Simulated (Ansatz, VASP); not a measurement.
# N: VASP beside Ansatz

Aim: how closely do two programs agree when they are given the same cell, functional and k mesh? The cell is taken from a series of runs on this material, whose earlier steps may have relaxed, scaled, displaced or heated it; both programs get it as it stands.

Calculated with Ansatz 0.2.0; plane waves, with VASP 6.6.1 beside it; zone-centre phonons at LDA.

## 1. The structure

Symmetry: P6_3/mmc, No. 194, hexagonal system. The conventional cell has a = 3.515 Å, b = 3.515 Å, c = 6.833 Å, α = 90.00°, β = 90.00°, γ = 120.00°. N has 1 N at 1.10 Å nearest.

As a file:

```
N
1.0
     3.51547    0.00000    0.00000
    -1.75774    3.04449    0.00000
     0.00000    0.00000    6.83340
N
4
Direct
  0.33333 0.66667 0.33034
  0.33333 0.66667 0.16966
  0.66667 0.33333 0.83034
  0.66667 0.33333 0.66966
```

## 2. Ansatz: zone-centre phonons, LDA

Ansatz runs on norm-conserving files, of PseudoDojo where its log says so.

Second derivatives magnify differences that forces hide, and they need a tight electronic threshold.

The input, input.yaml:

```yaml
crystal:
  lattice:
    - [3.5154735651, 0.0, 0.0]
    - [-1.7577367849, 3.0444894124, 0.0]
    - [0.0, 0.0, 6.83339892]
  atoms:
    - { symbol: "N", position: [0.3333333333, 0.6666666667, 0.3303375014] }
    - { symbol: "N", position: [0.3333333333, 0.6666666667, 0.1696624986] }
    - { symbol: "N", position: [0.6666666667, 0.3333333333, 0.8303375014] }
    - { symbol: "N", position: [0.6666666667, 0.3333333333, 0.6696624986] }
kpoints:
  mp_grid: { grid: [6, 6, 4] }
hamiltonian:
  xc: lda
  pseudopotentials: { kind: nc, accuracy: standard }
scf:
  occupations: { method: fixed }
output:
  eigenvalues: true
phonons:
  method: dfpt
  dielectric: true
  rigid_motions: translations
```

Started as:

```sh
$ ansatz run input.yaml --threads 4 --pin off --max-ram 8192MiB --backend cpu --events-out ev --progress --plain --runs-dir out
```

Log:

```text
Engine: ansatz 0.2.0, x86_64-unknown-linux-gnu
Pseudopotentials: kind: nc
Pseudopotential: N, nc, valence charge 5, recommended cutoff 1142.878222 eV (normal), N.nc.azcp (PseudoDojo's, or run here from an input of PseudoDojo's; its table is named by hamiltonian.pseudopotentials.accuracy)
Functional definition: SPW92
  exchange = slater_x
  correlation = pw_c
Crystal: 4 atoms, lattice volume = 73.137 Å³
Basis set: ecut = 1142.878222 eV, 6445 PW (Γ), exchange–correlation on 80×80×160 points (8 copies of the dense FFT grid, shifted against one another)
Bands: 14, of which v1, the nominal top of the filled ones, is band 10 counted from 1 (9 counted from 0)
Symmetry: 24 space group operations
k-points: 47 of 144 (irreducible under 2 space group operations, time reversal used)
Non-local potential: N, projectors of the file, l = 0: 2, l = 1: 2
Initial density: superposition of atomic densities (chi_scale 0.1, normalization cell)
Initial wavefunctions: pseudopotential atomic-orbital guess
Functional: x = slater, c = lda
SCF iter   1: F=—  HF=-1128.579062 eV  |F-HF|=—  |Δ(HF+E_count)|=         —  Δρ=1.09e-1  dr2=4.14e0  ethr=3.10e-3  ⟨swp⟩=4.8  Hψ=3995  notcnv=0  defer=51
preconditioner: auto → none  [insulator: Δε(μ)=7.258 eV  Ē_g=13.537 eV  n_scr=10 (ndim 8)  ℏωp=19.4 eV  f_vac=0.043  ε∞_Penn≈3.1]
SCF iter   2: F=—  HF=-1126.864270 eV  |F-HF|=—  |Δ(HF+E_count)|=    1.71e0  Δρ=4.01e-2  dr2=3.17e-1  ethr=3.10e-3  ⟨swp⟩=3.0  Hψ=1821  notcnv=0  defer=59
SCF iter   3: F=—  HF=-1126.725487 eV  |F-HF|=—  |Δ(HF+E_count)|=   1.39e-1  Δρ=1.04e-2  dr2=1.80e-2  ethr=1.59e-3  ⟨swp⟩=3.0  Hψ=1194  notcnv=0  defer=88
SCF iter   4: F=—  HF=-1126.717162 eV  |F-HF|=—  |Δ(HF+E_count)|=   8.33e-3  Δρ=6.21e-4  dr2=4.69e-5  ethr=9.00e-5  ⟨swp⟩=2.7  Hψ=1320  notcnv=0  defer=90
SCF iter   5: F=—  HF=-1126.717182 eV  |F-HF|=—  |Δ(HF+E_count)|=   2.03e-5  Δρ=1.50e-4  dr2=6.49e-6  ethr=2.34e-7  ⟨swp⟩=3.2  Hψ=1400  notcnv=0  defer=90
SCF iter   6: F=—  HF=-1126.717180 eV  |F-HF|=—  |Δ(HF+E_count)|=   2.68e-6  Δρ=2.35e-5  dr2=1.50e-7  ethr=3.24e-8  ⟨swp⟩=2.4  Hψ=1131  notcnv=0  defer=6
SCF iter   7: F=—  HF=-1126.717205 eV  |F-HF|=—  |Δ(HF+E_count)|=   2.55e-5  Δρ=1.87e-6  dr2=4.24e-10  ethr=7.51e-10  ⟨swp⟩=2.5  Hψ=1113  notcnv=0
SCF iter   8: F=-1126.717205 eV  HF=-1126.717205 eV  |F-HF|=3.14e-11  |Δ(HF+E_count)|=  3.52e-11  Δρ=3.37e-7  dr2=4.94e-11  ethr=1.00e-12  ⟨swp⟩=9.2  Hψ=4447  notcnv=0
SCF 1 converged in 8 iterations: F = -1126.717205 eV  dr2 = 4.94e-11
DFPT response loops at Γ: preconditioner auto → none (the input reference at scf.mixing.eps_inf says where Resta's filter doesn't serve); β = 0.50; Broyden in place of MSR1
SCF converged after 8 iterations
Free energy (F): -1126.717205 eV
Harris-Foulkes:  -1126.717205 eV  (|F-HF|=3.14e-11)
Internal energy: -1126.717205 eV  (E = F + TS)
E sigma→0 (E₀):  -1126.717205 eV
Fermi energy:    -4.213982 eV
--- Per-component energies (eV) ---
  E_band       = -195.246138
  E_kinetic    = 740.135537
  E_local      = -1309.436273  (includes V_loc(G=0)·N_el)
  E_nonlocal   = -103.586957
  E_hartree    = 415.260946
  E_xc         = -317.806624
  E_vxc        = -352.880463  (∫ρ·V_xc dr)
  E_ewald      = -551.283835
  E_smearing   = -0.000000  (= −TS)
  E_closure    = 0.000000  (closes the sum)
  Σ components = -1126.717205   (vs F -1126.717205, Δ=0.00e0)
--- Band table (eV; the first three rows and the last of 47) ---
  k-point 0: bands = [... 6 lower, -6.1198, -5.9969, -5.9969, -4.2140, 3.5957, 3.5957, 4.1125, 4.1125]
  k-point 1: bands = [... 6 lower, -6.0153, -6.0153, -5.7588, -4.4310, 3.6679, 3.6679, 4.0330, 4.0330]
  k-point 2: bands = [... 6 lower, -6.0591, -6.0591, -5.0085, -5.0085, 3.8468, 3.8468, 3.8468, 3.8468]
  k-point 46: bands = [... 6 lower, -6.4477, -6.3211, -4.9821, -4.5724, 2.3888, 2.9877, 3.2408, 3.7854]
--- Phonons (Γ-DFPT): 2 representative perturbations + reference, on 47 of 144 k-points (Σ response iterations 6) ---
  k mesh reduced under 2 symmetry operations, with k and −k counted as one. Each operation leaves every solved perturbation unchanged. A smaller set is not considered because the run solves the response to a homogeneous field
  ASR residual: 3.298e-4 → 0.000e0 eV/Å²; symmetrization residual: 3.947e-6 eV/Å²
  ASR residual per site (eV/Å²): 3.30e-4 3.30e-4 3.30e-4 3.30e-4
  Γ frequencies (cm⁻¹): -70.73 -70.73 0.00 0.00 0.00 82.11 82.11 94.24 107.77 107.77 2363.40 2365.31
  ε∞ (high-frequency dielectric tensor):
        1.665770    -0.000000     0.000000
       -0.000000     1.665770    -0.000000
        0.000000    -0.000000     2.036061
  softest optical mode at Γ: -70.73 cm⁻¹; the repairs (sum rule, projections) moved no ω² at Γ by more than (2.71 cm⁻¹)²
  Born effective charges Z* (e; rows j = field, columns β = displacement):
    site 0:
        -0.00000   -0.00000   -0.00000
        -0.00000    0.00000   -0.00000
        -0.00000    0.00000    0.00000
    site 1:
        -0.00000    0.00000   -0.00000
         0.00000    0.00000    0.00000
         0.00000   -0.00000    0.00000
    site 2:
         0.00000    0.00000    0.00000
         0.00000    0.00000    0.00000
         0.00000   -0.00000    0.00000
    site 3:
         0.00000   -0.00000    0.00000
        -0.00000    0.00000   -0.00000
        -0.00000    0.00000    0.00000
  Z* charge neutrality: 1.768e-5 e pre-enforcement
  k-mesh period / interband length: 21.1 Å / 0.64 Å = 32.76 at k = (0.0000, -0.5000, 0.0000), direct gap 6.537 eV — 14 or more, which is no proof of convergence
  optical modes at Γ without the LO–TO term, one row a degenerate level:
      ω (cm⁻¹)  modes    IR ((D/Å)²/amu)
        -70.73      2             0.0000
         82.11      2             0.0000
         94.24      1             0.0000
        107.77      2             0.0000
       2363.40      1             0.0000
       2365.31      1             0.0000
  optical modes at Γ + LO–TO along q̂ = [1.0000, 0.0000, 0.0000]:
      ω (cm⁻¹)  modes    IR ((D/Å)²/amu)
        -70.73      2             0.0000
         82.11      2             0.0000
         94.24      1             0.0000
[...]
optical modes at Γ + LO–TO along q̂ = [0.0000, 1.0000, 0.0000]:
      ω (cm⁻¹)  modes    IR ((D/Å)²/amu)
[...]
2363.40      1             0.0000
       2365.31      1             0.0000
  optical modes at Γ + LO–TO along q̂ = [0.0000, 0.0000, 1.0000]:
      ω (cm⁻¹)  modes    IR ((D/Å)²/amu)
        -70.73      2             0.0000
         82.11      2             0.0000
         94.24      1             0.0000
        107.77      2             0.0000
       2363.40      1             0.0000
       2365.31      1             0.0000
```

In the SCF lines HF is the Harris–Foulkes energy and dr2 the Hartree energy of the density residual, in eV; the loop may stop once dr2 is under the threshold and the program's other checks hold. Hψ counts applications of the Hamiltonian.

## 3. VASP: zone-centre phonons, LDA

The same cell, functional (in two slightly different forms) and mesh now go to VASP, with its own data sets.

Lines of VASP's logs that name or quote its potential files are left out, and so is its time.

The input, INCAR:

```
SYSTEM = N
PREC = Accurate
ENCUT = 600
EDIFF = 1E-08
NELM = 120
ISMEAR = 0
SIGMA = 0.01
LREAL = .FALSE.
ALGO = Normal
GGA = CA
NBANDS = 16
LORBIT = 11
LWAVE = .FALSE.
LCHARG = .FALSE.
ISIF = 2
IBRION = 8
LEPSILON = .TRUE.
LASPH = .TRUE.
GGA_COMPAT = .FALSE.
EFERMI = MIDGAP
KPAR = 2
```

The input, POSCAR:

```
N
1.0
    3.5154735651      0.0000000000      0.0000000000
   -1.7577367849      3.0444894124      0.0000000000
    0.0000000000      0.0000000000      6.8333989200
N
4
Direct
    0.3333333333      0.6666666667      0.3303375014
    0.3333333333      0.6666666667      0.1696624986
    0.6666666667      0.3333333333      0.8303375014
    0.6666666667      0.3333333333      0.6696624986
```

The input, KPOINTS:

```
Automatic mesh
0
Gamma
6 6 4
0 0 0
```

Potentials, in the order of the species: N (LDA family, release 64).

Started as:

```sh
$ mpirun -np 2 vasp_std
```

Log:

```text
[banner, memory and clock lines left out]
running    2 mpi-ranks, on    1 nodes
 distrk:  each k-point on    1 cores,    2 groups
 distr:  one band on    1 cores,    1 groups

 POSCAR found type information on POSCAR N
 POSCAR found :  1 types and       4 ions
 LDA part: xc-table for (Slater(with rela. corr.)+CA(PZ))
 , standard interpolation
 POSCAR, INCAR and KPOINTS ok, starting setup
 FFT: planning ... GRIDC
 FFT: planning ... GRID_SOFT
 FFT: planning ... GRID
 WAVECAR not read
 entering main loop
       N       E                     dE             d eps       ncg     rms          rms(c)
DAV:   1     0.114718923652E+03    0.11472E+03   -0.10846E+04   672   0.122E+03
DAV:   2    -0.293323574347E+02   -0.14405E+03   -0.13922E+03   944   0.250E+02
DAV:   3    -0.370597280474E+02   -0.77274E+01   -0.76907E+01   720   0.670E+01
DAV:   4    -0.371119859390E+02   -0.52258E-01   -0.52238E-01   848   0.647E+00
DAV:   5    -0.371124368788E+02   -0.45094E-03   -0.45092E-03   768   0.546E-01    0.112E+01
DAV:   6    -0.355639461285E+02    0.15485E+01   -0.19791E+00   672   0.103E+01    0.634E+00
DAV:   7    -0.351984015471E+02    0.36554E+00   -0.11491E+00   848   0.806E+00    0.167E+00
DAV:   8    -0.351840740580E+02    0.14327E-01   -0.82774E-02   704   0.200E+00    0.244E-01
DAV:   9    -0.351839333409E+02    0.14072E-03   -0.27609E-03   752   0.391E-01    0.119E-01
DAV:  10    -0.351839354240E+02   -0.20831E-05   -0.46796E-04   808   0.159E-01    0.356E-02
DAV:  11    -0.351839223060E+02    0.13118E-04   -0.26454E-05   776   0.428E-02    0.565E-03
DAV:  12    -0.351839230183E+02   -0.71230E-06   -0.47494E-06   784   0.165E-02    0.616E-03
DAV:  13    -0.351839229069E+02    0.11142E-06   -0.54961E-07   792   0.611E-03    0.142E-03
DAV:  14    -0.351839229140E+02   -0.70972E-08   -0.40155E-08   784   0.137E-03
   1 F= -.35183923E+02 E0= -.35183923E+02  d E =0.000000E+00
 Linear response reoptimize wavefunctions to high precision
DAV:   1    -0.351839229138E+02    0.22578E-09   -0.13275E-09   656   0.294E-04
DAV:   2    -0.351839229137E+02    0.15689E-10   -0.13077E-10   424   0.961E-05
 Linear response G [H, r] |phi>, progress :
  Direction:   1
       N       E                     dE             d eps       ncg     rms
RMM:   1    -0.689926813042E+02   -0.68993E+02    0.76115E+01  1295   0.824E+01
RMM:   2    -0.706274042735E+02   -0.16347E+01   -0.30007E+00  1057   0.132E+01
RMM:   3    -0.706720420619E+02   -0.44638E-01   -0.11918E-01  1112   0.213E+00
RMM:   4    -0.706727826177E+02   -0.74056E-03   -0.10211E-03  1148   0.213E-01
RMM:   5    -0.706727895740E+02   -0.69562E-05   -0.10749E-05  1139   0.217E-02
RMM:   6    -0.706727897040E+02   -0.12999E-06   -0.17080E-07  1144   0.272E-03
RMM:   7    -0.706727897054E+02   -0.14746E-08    0.27018E-08  1040   0.390E-04
 Linear response G [H, r] |phi>, progress :
  Direction:   2
       N       E                     dE             d eps       ncg     rms
RMM:   1    -0.692060408321E+02   -0.69206E+02    0.70215E+01  1273   0.821E+01
RMM:   2    -0.714267408460E+02   -0.22207E+01   -0.25765E+00  1039   0.128E+01
RMM:   3    -0.714730478802E+02   -0.46307E-01   -0.14602E-01  1103   0.235E+00
RMM:   4    -0.714737243764E+02   -0.67650E-03   -0.82218E-04  1152   0.193E-01
RMM:   5    -0.714737282711E+02   -0.38947E-05   -0.73608E-06  1135   0.187E-02
RMM:   6    -0.714737283395E+02   -0.68416E-07   -0.87378E-08  1145   0.231E-03
RMM:   7    -0.714737283399E+02   -0.41219E-09    0.28386E-08  1018   0.332E-04
 Linear response G [H, r] |phi>, progress :
  Direction:   3
       N       E                     dE             d eps       ncg     rms
RMM:   1    -0.772112121652E+02   -0.77211E+02   -0.32967E+00  1344   0.852E+01
RMM:   2    -0.735583468280E+02    0.36529E+01   -0.35783E+00  1089   0.142E+01
RMM:   3    -0.735708232944E+02   -0.12476E-01   -0.33530E-02  1091   0.133E+00
RMM:   4    -0.735712628502E+02   -0.43956E-03   -0.45993E-04  1106   0.166E-01
RMM:   5    -0.735712708251E+02   -0.79749E-05   -0.12308E-05  1088   0.233E-02
RMM:   6    -0.735712710651E+02   -0.24002E-06   -0.37151E-07  1120   0.391E-03
RMM:   7    -0.735712710717E+02   -0.65864E-08   -0.28689E-08  1064   0.675E-04
 Linear response to external field (no local field effect), progress :
  Direction:   1
       N       E                     dE             d eps       ncg     rms          rms(c)
RMM:   1    -0.162935208851E+00   -0.16294E+00   -0.29356E-01  1304   0.255E+00
RMM:   2    -0.168073080435E+00   -0.51379E-02   -0.30635E-03  1108   0.419E-01
RMM:   3    -0.168102886010E+00   -0.29806E-04   -0.50291E-05  1077   0.398E-02
RMM:   4    -0.168103471486E+00   -0.58548E-06   -0.66117E-07  1119   0.539E-03
RMM:   5    -0.168103477897E+00   -0.64105E-08   -0.12031E-08  1053   0.616E-04
 change of polarisation eV/A/(eV/A) component  1 :     0.336    -0.005     0.003
 dielectric tensor                  component  1 :     1.832    -0.012     0.008
 Linear response to external field (no local field effect), progress :
  Direction:   2
       N       E                     dE             d eps       ncg     rms          rms(c)
RMM:   1    -0.165458909410E+00   -0.16546E+00   -0.29845E-01  1304   0.255E+00
RMM:   2    -0.170122377272E+00   -0.46635E-02   -0.29489E-03  1102   0.417E-01
RMM:   3    -0.170149944079E+00   -0.27567E-04   -0.44166E-05  1091   0.383E-02
[...]
RMM:   8    -0.147708047677E+00   -0.41967E-04   -0.58806E-08  2063   0.146E-03    0.290E-04
RMM:   9    -0.147705445824E+00    0.26019E-05   -0.25886E-09  2015   0.383E-04    0.323E-05
RMM:  10    -0.147704883316E+00    0.56251E-06    0.24371E-09  1306   0.649E-05    0.173E-05
RMM:  11    -0.147704753520E+00    0.12980E-06    0.24941E-09  1202   0.629E-05    0.541E-06
 change of polarisation eV/A/(eV/A) component  1 :     0.271    -0.003     0.001
 dielectric tensor                  component  1 :     1.670    -0.008     0.002
 Linear response to external field, progress :
  Direction:   2
       N       E                     dE             d eps       ncg     rms          rms(c)
RMM:   1    -0.164274005093E+00   -0.16427E+00   -0.29677E-01  2411   0.254E+00
RMM:   2    -0.169098323135E+00   -0.48243E-02   -0.29831E-03  2063   0.415E-01    0.808E-01
RMM:   3    -0.143032810255E+00    0.26066E-01   -0.20050E-02  1979   0.889E-01    0.315E-01
RMM:   4    -0.143823877981E+00   -0.79107E-03   -0.11952E-02  2064   0.629E-01    0.121E-01
RMM:   5    -0.147541192978E+00   -0.37173E-02   -0.37840E-04  1981   0.122E-01    0.101E-02
RMM:   6    -0.147570712392E+00   -0.29519E-04   -0.17017E-05  2101   0.212E-02    0.507E-03
RMM:   7    -0.147668371230E+00   -0.97659E-04   -0.10153E-06  2023   0.673E-03    0.865E-04
RMM:   8    -0.147708085304E+00   -0.39714E-04   -0.65259E-08  2069   0.142E-03    0.287E-04
RMM:   9    -0.147705407858E+00    0.26774E-05   -0.23806E-08  2053   0.378E-04    0.316E-05
RMM:  10    -0.147704836123E+00    0.57173E-06   -0.93317E-09  1251   0.598E-05    0.169E-05
RMM:  11    -0.147704760066E+00    0.76058E-07   -0.35973E-08  1154   0.609E-05    0.502E-06
 change of polarisation eV/A/(eV/A) component  2 :    -0.003     0.271     0.002
 dielectric tensor                  component  2 :    -0.008     1.670     0.006
 Linear response to external field, progress :
  Direction:   3
       N       E                     dE             d eps       ncg     rms          rms(c)
RMM:   1    -0.357478416157E+00   -0.35748E+00   -0.13227E+00  1228   0.413E+00
RMM:   2    -0.367795924817E+00   -0.10318E-01   -0.78417E-03  1085   0.593E-01    0.258E+00
RMM:   3    -0.259330412845E+00    0.10847E+00   -0.63524E-01  1068   0.479E+00    0.150E+00
RMM:   4    -0.219978444103E+00    0.39352E-01   -0.83558E-02   997   0.173E+00    0.321E-01
RMM:   5    -0.225392623280E+00   -0.54142E-02   -0.71486E-03  1042   0.630E-01    0.585E-02
RMM:   6    -0.225607481600E+00   -0.21486E-03   -0.16837E-04  1075   0.895E-02    0.237E-02
RMM:   7    -0.226038903414E+00   -0.43142E-03   -0.14004E-05  1069   0.242E-02    0.904E-03
RMM:   8    -0.226097791633E+00   -0.58888E-04   -0.20833E-06  1074   0.934E-03    0.137E-03
RMM:   9    -0.226106794284E+00   -0.90027E-05   -0.72434E-08  1126   0.193E-03    0.313E-04
RMM:  10    -0.226111227071E+00   -0.44328E-05   -0.13316E-08  1062   0.690E-04    0.265E-04
RMM:  11    -0.226109800620E+00    0.14265E-05   -0.24723E-09  1084   0.246E-04    0.200E-05
RMM:  12    -0.226109477294E+00    0.32333E-06   -0.37411E-09   484   0.410E-05    0.109E-05
RMM:  13    -0.226109534422E+00   -0.57128E-07    0.50538E-10   240   0.356E-05    0.220E-06
 change of polarisation eV/A/(eV/A) component  3 :     0.003     0.002     0.420
 dielectric tensor                  component  3 :     0.008     0.006     2.040
 Linear response DOF=           2
 Linear response progress:
  Degree of freedom:   1/  2
       N       E                     dE             d eps       ncg     rms          rms(c)
RMM:   1    -0.214570380146E+00   -0.21457E+00    0.59180E-02  4812   0.292E+00
RMM:   2    -0.215533756376E+00   -0.96338E-03   -0.28174E-03  3665   0.415E-01    0.301E-01
RMM:   3    -0.216037913429E+00   -0.50416E-03   -0.39671E-04  3167   0.141E-01    0.156E-01
RMM:   4    -0.217100920800E+00   -0.10630E-02   -0.29221E-04  3563   0.121E-01    0.251E-02
RMM:   5    -0.216879222886E+00    0.22170E-03   -0.84852E-06  3962   0.191E-02    0.318E-03
RMM:   6    -0.216873802449E+00    0.54204E-05   -0.19726E-07  4220   0.272E-03    0.993E-04
RMM:   7    -0.216866842565E+00    0.69599E-05   -0.92960E-09  4038   0.681E-04    0.231E-04
RMM:   8    -0.216866804706E+00    0.37859E-07   -0.40546E-08  4022   0.167E-04    0.485E-05
RMM:   9    -0.216866620486E+00    0.18422E-06    0.14568E-07  4200   0.496E-05    0.119E-05
RMM:  10    -0.216866611311E+00    0.91743E-08   -0.71571E-09  4200   0.116E-05    0.645E-06
 first order change of Fermi-energy   0.12682E-04
 force on displaced ion       1 direction 1 :   0.611   0.000   0.002
 Born effective charge ion    1 direction 1 :   0.000  -0.000   0.000
 Linear response progress:
  Degree of freedom:   2/  2
       N       E                     dE             d eps       ncg     rms          rms(c)
RMM:   1    -0.411318284328E+00   -0.41132E+00   -0.95016E-01  1783   0.416E+00
RMM:   2    -0.253816277722E+00    0.15750E+00   -0.17271E-02  1220   0.895E-01    0.540E-01
RMM:   3    -0.249147557549E+00    0.46687E-02   -0.15199E-04  1206   0.555E-01    0.278E-01
RMM:   4    -0.250266868784E+00   -0.11193E-02   -0.77433E-04  1215   0.331E-01    0.100E-01
RMM:   5    -0.250761190003E+00   -0.49432E-03   -0.31434E-04  1243   0.614E-02    0.515E-02
RMM:   6    -0.250923950806E+00   -0.16276E-03   -0.18874E-04  1239   0.340E-02    0.605E-03
RMM:   7    -0.250908291341E+00    0.15659E-04    0.52263E-05  1275   0.777E-03    0.294E-03
RMM:   8    -0.250911397065E+00   -0.31057E-05    0.80240E-07  1291   0.404E-03    0.119E-03
RMM:   9    -0.250911120256E+00    0.27681E-06   -0.80181E-06  1289   0.226E-03    0.444E-04
RMM:  10    -0.250915858324E+00   -0.47381E-05    0.33064E-07  1275   0.101E-03    0.169E-04
RMM:  11    -0.250915548221E+00    0.31010E-06    0.25791E-06  1327   0.241E-04    0.679E-05
RMM:  12    -0.250915596826E+00   -0.48605E-07    0.27231E-07  1349   0.623E-05    0.191E-05
RMM:  13    -0.250915571921E+00    0.24905E-07    0.11743E-07  1321   0.245E-05    0.463E-06
RMM:  14    -0.250915587274E+00   -0.15353E-07    0.10351E-07  1320   0.941E-06    0.176E-06
RMM:  15    -0.250915602350E+00   -0.15076E-07    0.88792E-08  1143   0.485E-06    0.606E-07
RMM:  16    -0.250915598244E+00    0.41063E-08    0.72849E-08   761   0.352E-06    0.119E-07
 first order change of Fermi-energy  -0.14841E+01
 force on displaced ion       1 direction 3 :   0.000  -0.000-160.501
 Born effective charge ion    1 direction 3 :   0.000  -0.000  -0.000
 Born effective charges drift removed
 Linear response finished
```

(Continued in part 2 of 2.)

[Lines on the potential files, build, host, timing and source positions are cut from VASP's logs without a mark.]

[Logs are printed without paths, hosts, clocks, repeated set-up lines and the standing remarks that a program may print on its own settings, such as how far it seeks lower states.]

[Hosts, paths, dates, database ids (printed as entryN), source tags and the programs' standing remarks are cut or masked in the printed files.]
